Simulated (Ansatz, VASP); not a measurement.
# BaZrSe2S: VASP beside Ansatz

One calculation is typed for both programs; each brings its own data sets and cutoff. How far apart do they land? The cell is invented: As first built, before any earlier steps moved the atoms (in the runner's words): it takes the BaZrSe3 structure with some of its atoms replaced by other elements, volume scaled by an estimate. It may not be a known or stable phase. The cell is taken from a series of VASP runs on this material, whose earlier steps may have relaxed, scaled or displaced it; both programs get it as it stands.

Calculated with Ansatz 0.2.0; plane waves, with VASP 6.6.1 beside it; single point at r2SCAN.

## (1) Starting point

It takes space group P1 (No. 1, triclinic). Conventional cell: a = 5.005 Å, b = 5.286 Å, c = 5.292 Å, α = 89.88°, β = 89.91°, γ = 89.95°. Nearest to Ba lie 8 Se at 3.52 to 3.77 Å and 4 S at 3.54 to 3.95 Å. Nearest to Zr lie 2 S at 2.41 to 2.60 Å and 4 Se at 2.61 to 2.70 Å. Nearest to Se lie 2 Zr at 2.62 to 2.68 Å and 4 Ba at 3.52 to 3.77 Å. Nearest to Se lie 2 Zr at 2.61 to 2.70 Å and 4 Ba at 3.54 to 3.74 Å. Nearest to S lie 2 Zr at 2.41 to 2.60 Å and 4 Ba at 3.54 to 3.95 Å. As first built, before any earlier steps moved the atoms (in the runner's words): sites of the BaZrSe3 structure (space group 1) filled with other elements, volume scaled by an estimate. Farther neighbours and most contacts between anions are not listed.

## (2) VASP: single point, r2SCAN

A single point gives forces, pressure and levels at one fixed geometry, so differences don't come from the geometry; what else differs is listed under the comparison.

Lines of VASP's logs that name or quote its potential files are left out, and so is its time.

INCAR reads:

```
SYSTEM = BaZrSe2S
PREC = Accurate
ENCUT = 400
EDIFF = 1E-06
NELM = 100
ISMEAR = -1
SIGMA = 0.05
LREAL = .FALSE.
ALGO = Normal
METAGGA = R2SCAN
LASPH = .TRUE.
NBANDS = 26
LORBIT = 11
LWAVE = .FALSE.
LCHARG = .TRUE.
ISIF = 2
LELF = .TRUE.
LVHAR = .TRUE.
```

POSCAR reads:

```
BaZrSe2S
1.0
    5.0051216672      0.0005269692      0.0001009450
    0.0039831867      5.2859463813      0.0004568830
    0.0078852073      0.0105501836      5.2918442757
Ba Zr Se S
1 1 2 1
Direct
    0.9880923990      0.9887897969      0.9799934494
    0.4662976083      0.4976844581      0.4901393625
    0.5014931578      0.0025308274      0.4995183097
    0.5012962786      0.5025128306      0.9988723042
    0.9855075563      0.5107950871      0.5128295742
```

KPOINTS reads:

```
Automatic mesh
0
Gamma
5 4 4
0 0 0
```

PAW data sets: Ba_sv, Zr_sv, Se and S (PBE family, release 64).

Started as:

```console
mpirun -np 2 vasp_std
```

Numbers of over 12 decimals in the logs are rounded to 6 here.

Log:

```text
[banner, memory and clock lines left out]
running    2 mpi-ranks, on    1 nodes
 distrk:  each k-point on    2 cores,    1 groups
 distr:  one band on    1 cores,    2 groups

 POSCAR found type information on POSCAR BaZrSeS
 POSCAR found :  4 types and       5 ions
|                                                                             |
|               ----> ADVICE to this user running VASP <----                  |
|                                                                             |
|     You enforced a specific xc type in the INCAR file but a different       |
|     [... a line on the potential file left out ...]
|     I HOPE YOU KNOW WHAT YOU ARE DOING!                                     |
|                                                                             |

 LDA part: xc-table for (None), standard interpolation
 POSCAR, INCAR and KPOINTS ok, starting setup
 FFT: planning ... GRIDC
 FFT: planning ... GRID_SOFT
 FFT: planning ... GRID
 WAVECAR not read
 entering main loop
       N       E                     dE             d eps       ncg     rms          rms(c)
DAV:   1     0.185970330755E+03    0.18597E+03   -0.16742E+04  2200   0.115E+03
DAV:   2    -0.868520547037E+02   -0.27282E+03   -0.26750E+03  2768   0.279E+02
DAV:   3    -0.108006664920E+03   -0.21155E+02   -0.21079E+02  3670   0.699E+01
DAV:   4    -0.109055099243E+03   -0.10484E+01   -0.10462E+01  3350   0.124E+01
DAV:   5    -0.109093835319E+03   -0.38736E-01   -0.38731E-01  3332   0.174E+00    0.170E+01
DAV:   6    -0.954543279471E+02    0.13640E+02   -0.95207E+00  3290   0.177E+01    0.695E+00
DAV:   7    -0.954431797821E+02    0.11148E-01   -0.13901E+00  2744   0.615E+00    0.307E+00
DAV:   8    -0.954708819337E+02   -0.27702E-01   -0.22251E-01  2922   0.237E+00    0.141E+00
DAV:   9    -0.954713305016E+02   -0.44857E-03   -0.47169E-02  2796   0.121E+00    0.251E-01
DAV:  10    -0.954718315968E+02   -0.50110E-03   -0.45599E-03  3548   0.345E-01    0.196E-01
DAV:  11    -0.954722110348E+02   -0.37944E-03   -0.59813E-04  2818   0.171E-01    0.453E-02
DAV:  12    -0.954722077122E+02    0.33226E-05   -0.63584E-05  3414   0.439E-02    0.215E-02
DAV:  13    -0.954722217037E+02   -0.13992E-04   -0.25245E-05  2784   0.322E-02    0.129E-02
DAV:  14    -0.954722216549E+02    0.48878E-07   -0.11702E-06  1930   0.638E-03
   1 F= -.95472222E+02 E0= -.95472169E+02  d E =-.104586E-03
```

From OUTCAR (step 2):

```text
ion  position               nearest neighbor table
   1  0.988  0.989  0.980-   3 3.52   5 3.54   4 3.54   3 3.61   4 3.63   4 3.65   3 3.67   5 3.70
                             4 3.74   3 3.77
   2  0.466  0.498  0.490-   5 2.41   5 2.60   4 2.61   3 2.62   3 2.68   4 2.70
   3  0.501  0.003  0.500-   2 2.62   2 2.68   1 3.52   1 3.61   1 3.67   1 3.77
   4  0.501  0.503  0.999-   2 2.61   2 2.70   1 3.54   1 3.63   1 3.65   1 3.74
   5  0.986  0.511  0.513-   2 2.41   2 2.60   1 3.54   1 3.70

  LATTYP: Found a triclinic cell.
 ALAT       =     7.2764719878
 B/A-ratio  =     0.6878500603
 C/A-ratio  =     1.0268511883
 COS(alpha) =     0.0004621763
 COS(beta)  =     0.5131683177
 COS(gamma) =     0.6872261684

 Subroutine GETGRP returns: Found  1 space group operations
 (whereof  1 operations were pure point group operations)

The static configuration has the point symmetry C_1 .

 Found     42 irreducible k-points:

   k-points           NKPTS =     42   k-points in BZ     NKDIM =     42   number of bands    NBANDS=     26

   dimension x,y,z NGX =    36 NGY =   36 NGZ =   36
   dimension x,y,z NGXF=    72 NGYF=   72 NGZF=   72

   ENCUT  =  400.0 eV  29.40 Ry    5.42 a.u.   8.16  8.62  8.63*2*pi/ulx,y,z

   NELECT =      40.0000    total number of electrons

 k-points in reciprocal lattice and weights: Automatic mesh
   0.00000000  0.00000000  0.00000000       0.013
   0.20000000  0.00000000 -0.00000000       0.025
   0.40000000  0.00000000  0.00000000       0.025
   0.00000000  0.25000000 -0.00000000       0.025
   0.20000000  0.25000000 -0.00000000       0.025
   0.40000000  0.25000000 -0.00000000       0.025
  -0.40000000  0.25000000 -0.00000000       0.025
  -0.20000000  0.25000000 -0.00000000       0.025
   0.00000000  0.50000000 -0.00000000       0.013
[...]
0.20000000  0.50000000  0.50000000       0.025
   0.40000000  0.50000000  0.50000000       0.025

 average (electrostatic) potential at core
       1 -41.5521       2 -86.1684       3 -57.9306       4 -57.9301       5 -89.8341

 E-fermi :   3.8930

 k-point     1 :       0.0000    0.0000    0.0000
  band No.  band energies     occupation
    ...
     16       2.1957      2.00000
     17       2.4220      2.00000
     18       2.8546      2.00000
     19       3.0345      2.00000
     20       3.0769      2.00000
     21       4.1821      0.00614
     22       4.4366      0.00004
     23       4.5479      0.00000
     24       5.9365      0.00000
     25       5.9494      0.00000
    ...

 k-point     2 :       0.2000    0.0000   -0.0000
  band No.  band energies     occupation
    ...
     16       1.6939      2.00000
     17       2.0835      2.00000
     18       2.1398      2.00000
     19       2.8858      2.00000
     20       2.9106      2.00000
     21       4.2361      0.00209
     22       5.2203      0.00000
     23       5.2855      0.00000
     24       6.0637      0.00000
     25       6.5027      0.00000
    ...

 k-point     3 :       0.4000    0.0000    0.0000
  band No.  band energies     occupation
    ...
     16       1.0929      2.00000
     17       1.2755      2.00000
     18       1.6662      2.00000
     19       2.7386      2.00000
     20       2.7662      2.00000
     21       4.3451      0.00024
     22       6.1140      0.00000
     23       6.3924      0.00000
     24       6.5232      0.00000
     25       7.4705      0.00000
    ...

  Total        0.0347326     -0.0003470      0.0036136     -0.0016862     -0.0029034     -0.0009310
  in kB        0.3974691     -0.0039712      0.0413529     -0.0192958     -0.0332255     -0.0106536
  external PRESSURE =       0.1449503 kB  Pullay stress =       0.0000000 kB

  energy-cutoff  :      400.00
  volume of cell :      140.01
      direct lattice vectors                 reciprocal lattice vectors
     5.005121667  0.000526969  0.000100945     0.199795365 -0.000150529 -0.000297409
     0.003983187  5.285946381  0.000456883    -0.000019910  0.189180930 -0.000377134
     0.007885207  0.010550184  5.291844276    -0.000003809 -0.000016330  0.188970074

 POSITION                                       TOTAL-FORCE (eV/Angst)
 -----------------------------------------------------------------------------------
      4.95719      5.23755      5.18652        -0.003503      0.008526      0.000180
      2.33972      2.63615      2.59402         0.001586     -0.003363      0.002418
      2.51398      0.01891      2.64342         0.009661     -0.002133      0.001999
      2.51893      2.66706      5.28616        -0.000679     -0.002784      0.000573
      4.93866      2.70597      2.71415        -0.007065     -0.000247     -0.005169
 -----------------------------------------------------------------------------------
    total drift:                                0.001670     -0.000434     -0.001176

  FREE ENERGIE OF THE ION-ELECTRON SYSTEM (eV)
  ---------------------------------------------------
  free  energy   TOTEN  =       -95.4722216549 eV

  energy  without entropy=      -95.4721170693  energy(sigma->0) =      -95.47216936

 total charge
# of ion       s       p       d       tot
------------------------------------------
    1        2.000   5.617   0.168   7.785
    2        2.165   6.014   1.417   9.596
    3        1.438   2.526   0.014   3.978
    4        1.438   2.525   0.014   3.978
    5        1.322   2.476   0.000   3.797
--------------------------------------------------
tot          8.363  19.157   1.614  29.134

[... 3 further parts left out ...]
```

Harder data sets than Ba_sv exist (the GW ones), and pressures, volumes and forces can shift noticeably with them.

## (3) Ansatz: single point, r2SCAN

Ansatz runs on its default PAW (the set named soft_2) files.

The same cell, functional, mesh and smearing now go to Ansatz, which takes its cutoff from its data sets.

input.yaml reads:

```yaml
crystal:
  lattice:
    - [5.0051216672, 0.0005269692, 0.000100945]
    - [0.0039831867, 5.2859463813, 0.000456883]
    - [0.0078852073, 0.0105501836, 5.2918442757]
  atoms:
    - { symbol: Ba, position: [0.988092399, 0.9887897969, 0.9799934494] }
    - { symbol: Zr, position: [0.4662976083, 0.4976844581, 0.4901393625] }
    - { symbol: Se, position: [0.5014931578, 0.0025308274, 0.4995183097] }
    - { symbol: Se, position: [0.5012962786, 0.5025128306, 0.9988723042] }
    - { symbol: S, position: [0.9855075563, 0.5107950871, 0.5128295742] }
hamiltonian:
  xc: r2scan
  pseudopotentials: { kind: paw }
kpoints:
  mp_grid: { grid: [5, 4, 4] }
scf:
  occupations: { method: fermi_dirac, width: 0.05 }
  n_extra_bands: 5
output:
  forces: true
  stress: true
  eigenvalues: true
```

Started as:

```console
ansatz run input.yaml --threads 2 --pin off --max-ram 4608MiB --backend cpu --events-out ev --progress --plain --runs-dir out
```

Log:

```text
scf.n_extra_bands = 5 over 30 filled bands (N_el = 60.0): the run solves 35 bands
Engine: ansatz 0.2.0, x86_64-unknown-linux-gnu
Pseudopotentials: kind: paw
Pseudopotential: Ba, paw, valence charge 10, recommended cutoff 500 eV (meta_gga), Ba.paw.azcp
Pseudopotential: Zr, paw, valence charge 12, recommended cutoff 500 eV (meta_gga), Zr.paw.azcp
Pseudopotential: Se, paw, valence charge 16, recommended cutoff 500 eV (meta_gga), Se.paw.azcp
Pseudopotential: S, paw, valence charge 6, recommended cutoff 500 eV (meta_gga), S.paw.azcp
Functional definition: r2SCAN
  parameter k0 = 0.174
  parameter k1 = 0.065
  parameter a1 = 4.9479
  exchange = r2scan_x(k0 = k0, k1 = k1, a1 = a1)
  correlation = r2scan_c
Crystal: 5 atoms, lattice volume = 140.005 Å³
Basis set: ecut = 500 eV, 3589 PW (Γ), exchange–correlation on 160×160×160 points (64 copies of the dense FFT grid, shifted against one another)
Bands: 35, of which v1, the nominal top of the filled ones, is band 30 counted from 1 (29 counted from 0)
Symmetry: 1 space group operations
Space group: P1 (ITA 1), of the structure as read, at distance tolerance 5.2e-5 Å
k-points: 42 of 80 (time reversal used)
Non-local potential: Ba, projectors of the file, l = 0: 3, l = 1: 2, l = 2: 2, l = 3: 2
Non-local potential: Zr, projectors of the file, l = 0: 3, l = 1: 2, l = 2: 2, l = 3: 2
Non-local potential: Se, projectors of the file, l = 0: 2, l = 1: 2, l = 2: 3, l = 3: 1
Non-local potential: S, projectors of the file, l = 0: 2, l = 1: 2, l = 2: 2
PAW form: soft (Blöchl's): semilocal exchange-correlation on the pseudo side does not see the compensation charge
PAW frozen core: Ba, regenerated for the run's functional (the file was generated under x = pbe(κ = 0.804, μ = 0.219515), c = pbe(β = 0.066725))
PAW frozen core: Zr, regenerated for the run's functional (the file was generated under x = pbe(κ = 0.804, μ = 0.219515), c = pbe(β = 0.066725))
PAW frozen core: Se, regenerated for the run's functional (the file was generated under x = pbe(κ = 0.804, μ = 0.219515), c = pbe(β = 0.066725))
PAW frozen core: S, regenerated for the run's functional (the file was generated under x = pbe(κ = 0.804, μ = 0.219515), c = pbe(β = 0.066725))
PAW one-centre angular grid: Ba, 302 points (default); XC on 160 Gauss nodes
PAW one-centre angular grid: Zr, 590 points (default); XC on 160 Gauss nodes
PAW one-centre angular grid: Se, 590 points (default); XC on 160 Gauss nodes
PAW one-centre angular grid: S, 302 points (default); XC on 160 Gauss nodes
Initial density: superposition of atomic densities (neutral atoms: chi_scale 0, normalization atom), corrected by the library's trained network
Initial wavefunctions: pseudopotential atomic-orbital guess
Functional: x = r2scan, c = r2scan; τ floored in thin density (d = 2e-4 eV/Å³)
SCF iter   1: F=—  HF=-22031.235819 eV  |F-HF|=—  |Δ(HF+E_count)|=         —  Δρ=7.80e-3  dr2=1.82e-1  dr2_τ=3.28e-2  ethr=1.77e-3  ⟨swp⟩=7.2  Hψ=6293  notcnv=0
preconditioner: auto → Resta (q_TF=auto, 2.369 Å⁻¹)  ε∞=4.1  [insulator: Δε(μ)=0.866 eV  Ē_g=9.724 eV  σ=0.050 eV  W_gap=1.00  n_scr=26 (ndim 8)  ℏωp=17.2 eV  f_vac=0.014  D(μ)=0.00/eV (n_scr^D=0)  ε∞_Penn≈4.1]
SCF iter   2: F=—  HF=-22031.272156 eV  |F-HF|=—  |Δ(HF+E_count)|=   3.63e-2  Δρ=2.88e-3  dr2=1.43e-2  dr2_τ=3.19e-3  ethr=3.03e-4  ⟨swp⟩=3.1  Hψ=2678  notcnv=0  defer=34
SCF iter   3: F=—  HF=-22031.271442 eV  |F-HF|=—  |Δ(HF+E_count)|=   7.15e-4  Δρ=1.15e-3  dr2=1.73e-3  dr2_τ=1.12e-4  ethr=2.39e-5  ⟨swp⟩=2.0  Hψ=2839  notcnv=0  defer=34
SCF iter   4: F=—  HF=-22031.271545 eV  |F-HF|=—  |Δ(HF+E_count)|=   1.03e-4  Δρ=4.00e-4  dr2=2.24e-4  dr2_τ=2.20e-5  ethr=2.88e-6  ⟨swp⟩=2.0  Hψ=2194  notcnv=0  defer=34
SCF iter   5: F=—  HF=-22031.271563 eV  |F-HF|=—  |Δ(HF+E_count)|=   1.80e-5  Δρ=1.10e-4  dr2=1.78e-5  dr2_τ=1.25e-6  ethr=3.73e-7  ⟨swp⟩=2.0  Hψ=2641  notcnv=0  defer=34
SCF iter   6: F=—  HF=-22031.271571 eV  |F-HF|=—  |Δ(HF+E_count)|=   8.26e-6  Δρ=2.91e-5  dr2=1.29e-6  dr2_τ=1.36e-7  ethr=2.97e-8  ⟨swp⟩=2.0  Hψ=2252  notcnv=0  defer=34
SCF iter   7: F=-22031.271572 eV  HF=-22031.271572 eV  |F-HF|=3.70e-8  |Δ(HF+E_count)|=   8.67e-7  Δρ=6.15e-6  dr2=8.06e-8  dr2_τ=2.72e-9  ethr=1.67e-10  ⟨swp⟩=9.2  Hψ=7597  notcnv=0
SCF 1 converged in 7 iterations: F = -22031.271572 eV  dr2 = 8.06e-8
  greatest PAW one-centre occupation: 1.000 electrons in one spin orbital (limit 2), on the Se atom at site 2 (counted from 0), in its partial waves of l = 2
SCF converged after 7 iterations
Free energy (F): -22031.271572 eV
Harris-Foulkes:  -22031.271572 eV  (|F-HF|=3.70e-8)
Internal energy: -22031.271480 eV  (E = F + TS)
E sigma→0 (E₀):  -22031.271526 eV
Entropy (-TS):   -0.000092 eV (-0.018 meV/atom)
Fermi energy:    8.396748 eV
--- Per-component energies (eV) ---
  E_band       = -991.526988
  E_kinetic    = 846.480206
  E_local      = -6877.407204  (includes V_loc(G=0)·N_el)
  E_nonlocal   = -1031.870469
  E_hartree    = 3204.430739
  E_xc         = -604.261283
  E_vxc        = -668.093465  (∫ρ·V_xc dr)
  E_paw        = -12679.750701  (= ΣΔE_a)
  E_vpaw       = 296.215385  (= ΣTr[D̂ρ^β])
  E_aug_tail   = -0.000405  (compensation charges beyond the density's cutoff)
  E_vtau       = 34.281022  (kinetic-family band-sum trace: ∫τ·v_τ [+ j·A + Jᵃ·Aᵃ] dr)
  E_ewald      = -4885.158729
  E_core_change = -3.733633  (= ΣΔE_core)
  E_smearing   = -0.000092  (= −TS)
  E_closure    = 0.000000  (closes the sum)
  Σ components = -22031.271572   (vs F -22031.271572, Δ=0.00e0)
--- Forces (eV/Å), atoms counted from 1 ---
  atom   1  Ba    -0.01217693    -0.00218988    -0.01414939
  atom   2  Zr    -0.00207686    -0.00160716     0.00516257
  atom   3  Se     0.01471399    -0.00392578     0.00971112
  atom   4  Se     0.00491781     0.00316604    -0.00238710
  atom   5  S     -0.00536103     0.00455187     0.00166359
  max |Σ_I F_I| component: 1.70e-5 eV/Å
--- Stress (GPa, compression-positive) ---
       -0.146119      -0.003849      -0.003323
       -0.003849      -0.158291      -0.008008
       -0.003323      -0.008008      -0.152765
  P = ⅓ Tr σ = -0.1524 GPa (-1.524 kbar)
--- Band table (eV; the first three rows and the last of 42) ---
  k-point 0: bands = [... 26 lower, 6.9113, 7.3623, 7.5472, 7.5888, 8.6954, 8.9489, 9.0599, 10.4574, ... 1 higher]
  k-point 1: bands = [... 26 lower, 6.3898, 6.5026, 7.1888, 7.2859, 9.0232, 9.8069, 9.8614, 10.7283, ... 1 higher]
  k-point 2: bands = [... 26 lower, 5.8811, 6.1213, 7.0771, 7.1712, 9.0892, 10.7607, 10.8001, 10.8242, ... 1 higher]
  k-point 41: bands = [... 26 lower, 5.3279, 7.0823, 7.1231, 7.3461, 10.2174, 10.8594, 10.9414, 12.4394, ... 1 higher]
```

The job ended after 14 s (2 threads of Intel Xeon Platinum 8559C (Emerald Rapids), shared host; peak memory 0.79 GiB; 26 s of CPU time).

Reading the cycles: dr2 is the Hartree energy of the density residual (eV), the measure of convergence; HF is the Harris–Foulkes estimate of the energy, which meets the free energy F at convergence.

The run ends at a pressure of -0.15 GPa, with forces up to 0.019 eV/Å.

## (4) Differences

Known differences besides the potentials themselves: VASP keeps PBE cores, Ansatz makes them for the functional; the data sets hold 60 valence electrons in Ansatz (default PAW (the set named soft_2) files) and 40 in VASP; the cutoff is 500 eV in Ansatz and 400 eV in VASP. Total energies have different zeros and are not compared.

Compared:

```
              quantity  Ansatz   VASP  difference
        pressure (GPa)   -0.15   0.01       -0.17
gap on the k mesh (eV)   0.624  0.601      +0.023
```

At this near-relaxed geometry the largest component of a force difference is 14 meV/Å. A gap on the mesh is an upper bound, since the band edges may lie between its points.

## (5) Outcome

| Quantity | Value |
| --- | --- |
| difference in gap on the k mesh (single point, r2SCAN) | 0.023 eV |
| r.m.s. force difference (single point, r2SCAN) | 6.6 meV/Å |

**Reading.** The r.m.s. force difference is 6.6 meV/Å (single point, r2SCAN), within the 12 meV/Å picked in this series as the mark of a large difference. Such differences can come from data sets, numerical settings and the points named under the comparisons, not from the functional's error against experiment.

[Lines on the potential files, build, host, timing and source positions are cut from VASP's logs without a mark.]

[Logs are printed without paths, hosts, clocks, repeated set-up lines and the standing remarks that a program may print on its own settings, such as how far it seeks lower states.]

[Hosts, paths, dates, database ids (printed as entryN), source tags and the programs' standing remarks are cut or masked in the printed files.]
